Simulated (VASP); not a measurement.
Output of a VASP run:

**OUTCAR**
```
 ion  position               nearest neighbor table
   1  0.990  0.985  0.017-   2 2.62   2 2.72   2 2.75   2 2.78   2 2.88   2 2.90
   2  0.677  0.348  0.483-   1 2.62   1 2.72   1 2.75   1 2.78   1 2.88   1 2.90
  LATTYP: Found a hexagonal cell.
 ALAT       =     3.6665170000
 C/A-ratio  =     0.9759504729
 Subroutine PRICEL returns:
 Original cell was already a primitive cell.
 Subroutine GETGRP returns: Found  1 space group operations
The static configuration has the point symmetry C_1 .
The dynamic configuration has the point symmetry C_1 .
 Subroutine INISYM returns: Found  1 space group operations
 Subroutine IBZKPT returns following result:
 Found     63 irreducible k-points:

 Following reciprocal coordinates:
            Coordinates               Weight
  0.000000  0.000000  0.000000      1.000000
  0.200000 -0.000000  0.000000      2.000000
  0.000000  0.200000  0.000000      2.000000
 -0.200000  0.200000  0.000000      2.000000
  0.400000 -0.000000  0.000000      2.000000
  0.000000  0.400000  0.000000      2.000000
 -0.400000  0.400000  0.000000      2.000000
  0.200000  0.200000  0.000000      2.000000
 -0.200000  0.400000  0.000000      2.000000
 -0.400000  0.200000  0.000000      2.000000
  0.400000  0.200000  0.000000      2.000000
 -0.200000 -0.400000  0.000000      2.000000
  0.400000  0.400000  0.000000      2.000000
  0.000000  0.000000  0.200000      2.000000
  0.200000 -0.000000  0.200000      2.000000
  0.000000  0.200000  0.200000      2.000000
 -0.200000  0.200000  0.200000      2.000000
 -0.200000  0.000000  0.200000      2.000000
  0.000000 -0.200000  0.200000      2.000000
  0.200000 -0.200000  0.200000      2.000000
  0.400000 -0.000000  0.200000      2.000000
  0.000000  0.400000  0.200000      2.000000
 -0.400000  0.400000  0.200000      2.000000
 -0.400000  0.000000  0.200000      2.000000
  0.000000 -0.400000  0.200000      2.000000
  0.400000 -0.400000  0.200000      2.000000
  0.200000  0.200000  0.200000      2.000000
 -0.200000  0.400000  0.200000      2.000000
 -0.400000  0.200000  0.200000      2.000000
 -0.200000 -0.200000  0.200000      2.000000
  0.200000 -0.400000  0.200000      2.000000
  0.400000 -0.200000  0.200000      2.000000
  0.400000  0.200000  0.200000      2.000000
 -0.200000 -0.400000  0.200000      2.000000
  0.400000  0.400000  0.200000      2.000000
 -0.400000 -0.200000  0.200000      2.000000
  0.200000  0.400000  0.200000      2.000000
 -0.400000 -0.400000  0.200000      2.000000
  0.000000  0.000000  0.400000      2.000000
  0.200000 -0.000000  0.400000      2.000000
   k-points           NKPTS =     63   k-points in BZ     NKDIM =     63   number of bands    NBANDS=     14
   number of dos      NEDOS =    301   number of ions     NIONS =      2
   total plane-waves  NPLWV =  11520
   dimension x,y,z NGX =    24 NGY =   24 NGZ =   20
   dimension x,y,z NGXF=    48 NGYF=   48 NGZF=   40
   ions per type =               1   1
   PREC   = accura    normal or accurate (medium, high low for compatibility)
   ISTART =      0    job   : 0-new  1-cont  2-samecut
   ICHARG =      2    charge: 1-file 2-atom 10-const
   ISPIN  =      1    spin polarized calculation?
   LNONCOLLINEAR =      F non collinear calculations
   LSORBIT =      F    spin-orbit coupling
   INIWAV =      1    electr: 0-lowe 1-rand  2-diag
   ENCUT  =  300.0 eV  22.05 Ry    4.70 a.u.   5.18  5.18  5.05*2*pi/ulx,y,z
   NELM   =    100;   NELMIN=  2; NELMDL= -5     # of ELM steps
   EDIFF  = 0.1E-05   stopping-criterion for ELM
   LREAL  =      F    real-space projection
   NLSPLINE    = F    spline interpolate recip. space projectors
   LMAXMIX     =    4 max onsite mixed and CHGCAR
   VOSKOWN=      0    Vosko Wilk Nusair interpolation
   EDIFFG = 0.1E-04   stopping-criterion for IOM
   NSW    =      0    number of steps for IOM
   NBLOCK =      1;   KBLOCK =      1    inner block; outer block
...
```

### OSZICAR
```
       N       E                     dE             d eps       ncg     rms          rms(c)
DAV:   1     0.734991208385E+02    0.73499E+02   -0.85820E+03  2188   0.862E+02
DAV:   2    -0.994843352446E+01   -0.83448E+02   -0.81808E+02  2088   0.242E+02
DAV:   3    -0.116046916698E+02   -0.16563E+01   -0.16407E+01  2130   0.347E+01
DAV:   4    -0.116252226272E+02   -0.20531E-01   -0.20527E-01  2194   0.356E+00
DAV:   5    -0.116257553683E+02   -0.53274E-03   -0.53274E-03  2180   0.503E-01    0.939E+00
DAV:   6    -0.115127403520E+02    0.11302E+00   -0.21399E-01  1890   0.470E+00    0.506E+00
DAV:   7    -0.114894487082E+02    0.23292E-01   -0.12022E-01  1914   0.243E+00    0.202E+00
DAV:   8    -0.114772069898E+02    0.12242E-01   -0.57268E-02  1902   0.249E+00    0.707E-01
DAV:   9    -0.114769069985E+02    0.29999E-03   -0.18323E-03  1992   0.376E-01    0.323E-01
DAV:  10    -0.114768117442E+02    0.95254E-04   -0.54954E-04  1980   0.236E-01    0.824E-02
DAV:  11    -0.114768123672E+02   -0.62299E-06   -0.17892E-05  2028   0.390E-02    0.200E-02
DAV:  12    -0.114768126985E+02   -0.33130E-06   -0.13436E-06  1420   0.104E-02
   1 F= -.11476813E+02 E0= -.11467890E+02  d E =-.178447E-01
```

### OUTCAR
```
------------------------ aborting loop because EDIFF is reached ----------------------------------------
  FORCE on cell =-STRESS in cart. coord.  units (eV):
  Direction    XX          YY          ZZ          XY          YZ          ZX
  --------------------------------------------------------------------------------------
  Total       -1.3189793     -0.5860196     -1.4871756     -0.0939419     -0.3598203     -0.0603087
  in kB      -50.7258148    -22.5373674    -57.1943701     -3.6128545    -13.8381063     -2.3193750
  external PRESSURE =     -43.4858508 kB  Pullay stress =       0.0000000 kB
  volume of cell :       41.66
      direct lattice vectors                 reciprocal lattice vectors
     3.666517000  0.000000000  0.000000000     0.272738405  0.157465628  0.000000000
    -1.833259000  3.175297000  0.000000000     0.000000000  0.314931170  0.000000000
     0.000000000  0.000000000  3.578339000     0.000000000  0.000000000  0.279459269
 POSITION                                       TOTAL-FORCE (eV/Angst)
 -----------------------------------------------------------------------------------
      1.82232      3.12802      0.06244         0.104845      0.472743     -0.025488
      1.84420      1.10571      1.72673        -0.104845     -0.472743      0.025488
 -----------------------------------------------------------------------------------
    total drift:                                0.000001      0.000004      0.001709
  FREE ENERGIE OF THE ION-ELECTRON SYSTEM (eV)
  ---------------------------------------------------
  free  energy   TOTEN  =       -11.4768126985 eV

  energy  without entropy=      -11.4589680276  energy(sigma->0) =      -11.46789036
```
(Selected blocks of OUTCAR.)

**POSCAR**
```
TeRu
1
    3.6665170000     0.0000000000     0.0000000000
   -1.8332590000     3.1752970000     0.0000000000
    0.0000000000     0.0000000000     3.5783390000
Ru Te
1 1
Direct
 -0.0104280000  -0.0148880000   0.0174500000
  0.6770950000   0.3482210000   0.4825500000
```

**Question.** Reconstruct the remaining input files.

**Answer.** This is not unique; one that fits is the input of the run itself, PBE GGA, plane waves, VASP's PBE PAW potentials (set 64).

**INCAR**
```
! general
SYSTEM   =  TeRu
PREC     =  Accurate
ENCUT    =  300
LREAL    =  F
LASPH    =  T

! electronic loop
EDIFF    =  1E-6
NELM     =  100
ALGO     =  Normal
LMAXMIX  =  4

! smearing
ISMEAR   =  0
SIGMA    =  0.1

! functional
GGA      =  PE

! ions
ISIF     =  2

! output
LWAVE    =  F
LCHARG   =  F
```

KPOINTS:
```
Automatic
0
Gamma
  5 5 5
```

POTCAR, in this order: Ru_pv Te (PBE.64 set). Program: vasp_std.

At this cut-off the stress carries a Pulay error, which pulls relaxed volumes low.

The structure was generated: TeRu was put into an ordered model structure, which need not be its known phase. The cell was not relaxed at this level, atoms are displaced from their ideal sites. The k-mesh is coarse (spacing up to 0.40 per Å, 2π included), so the numbers may not be converged in it.
